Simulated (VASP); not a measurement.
Set up this calculation in VASP 6.6.1, as the native input.

| Property | Result |
| --- | --- |
| Task | density of states |
| Functional | LDA |
| Potentials or basis | VASP PAW LDA potentials, release 64 (Si, N, V_sv) |
| Cutoff | 520 eV |
| k mesh | 6 × 6 × 6 |
| Occupations | gaussian, width 0.0158 eV |
| Spin | no spin polarisation |
| Dipole correction | no |
| k mesh for the DOS | 9 × 9 × 9 |
| Occupations for the DOS | tetrahedron |
| Further INCAR settings | ALGO = Fast; EDIFF = 1e-07; NBANDS = 43 |

The system is VSiN3.

```
CELL_PARAMETERS angstrom
2.46665 4.27235 0.00000
-2.46665 4.27235 0.00000
0.00000 -2.84824 5.14941
ATOMIC_POSITIONS crystal
Si 0.25000 0.25000 0.75000
Si 0.75000 0.75000 0.25000
N 0.95000 0.25000 0.75000
N 0.55000 0.95000 0.75000
N 0.25000 0.55000 0.75000
N 0.05000 0.75000 0.25000
N 0.45000 0.05000 0.25000
N 0.75000 0.45000 0.25000
V 0.00000 0.00000 0.00000
V 0.50000 0.50000 0.50000
```

The cell was built by a generator and needn't be a form met in nature.

One way to write it, as run:

POSCAR

```
VSiN3
1.0
    2.4666472400      4.2723541900      0.0000000000
   -2.4666472400      4.2723541900      0.0000000000
    0.0000000000     -2.8482354600      5.1494075700
Si N V
2 6 2
Direct
    0.2500000000      0.2500000000      0.7500000000
    0.7500000000      0.7500000000      0.2500000000
    0.9500000000      0.2500000000      0.7500000000
    0.5500000000      0.9500000000      0.7500000000
    0.2500000000      0.5500000000      0.7500000000
    0.0500000000      0.7500000000      0.2500000000
    0.4500000000      0.0500000000      0.2500000000
    0.7500000000      0.4500000000      0.2500000000
    0.0000000000      0.0000000000      0.0000000000
    0.5000000000      0.5000000000      0.5000000000
```

INCAR.step1

```
SYSTEM = VSiN3
PREC = Accurate ; ENCUT = 520
EDIFF = 1E-7 ; ISMEAR = 0
SIGMA = 0.0158 ; LREAL = .False.
LASPH = .True. ; NELM = 100
ALGO = Fast ; ISIF = 2
LWAVE = .False. ; LCHARG = .True.
LMAXMIX = 4 ; GGA = CA
NBANDS = 43
```

KPOINTS.step1

```
Automatic mesh
0
Gamma
  6 6 6
  0 0 0
```

INCAR.step2

```
SYSTEM = VSiN3
PREC = Accurate ; ENCUT = 520
EDIFF = 1E-7 ; ISMEAR = -5
SIGMA = 0.0158 ; LREAL = .False.
LASPH = .True. ; NELM = 100
ALGO = Fast ; ISIF = 2
LWAVE = .False. ; LCHARG = .False.
LMAXMIX = 4 ; GGA = CA
LORBIT = 11 ; NBANDS = 43
NEDOS = 2001 ; ICHARG = 11
```

KPOINTS.step2

```
Automatic mesh
0
Gamma
  9 9 9
  0 0 0
```

Potentials or basis: VASP PAW LDA potentials, release 64 (Si, N, V_sv).

The run is started by

```bash
$ cat potpaw_LDA.64/Si/POTCAR potpaw_LDA.64/N/POTCAR potpaw_LDA.64/V_sv/POTCAR > POTCAR
$ cp INCAR.step1 INCAR
$ cp KPOINTS.step1 KPOINTS
$ mpirun -np 1 vasp_std > vasp.out
$ cp INCAR.step2 INCAR
$ cp KPOINTS.step2 KPOINTS
$ mpirun -np 1 vasp_std > vasp.out
```

Results of the run:

The valence electrons inside the program's atomic spheres are Si 2.24; N 3.81; V 11.12.

Caveat: the run has no spin polarisation, though such a crystal can be magnetic.

It took 8.5 min on 1 thread of Intel(R) Xeon(R) 6975P-C (Granite Rapids), on a shared host, peak memory 0.4 GiB.
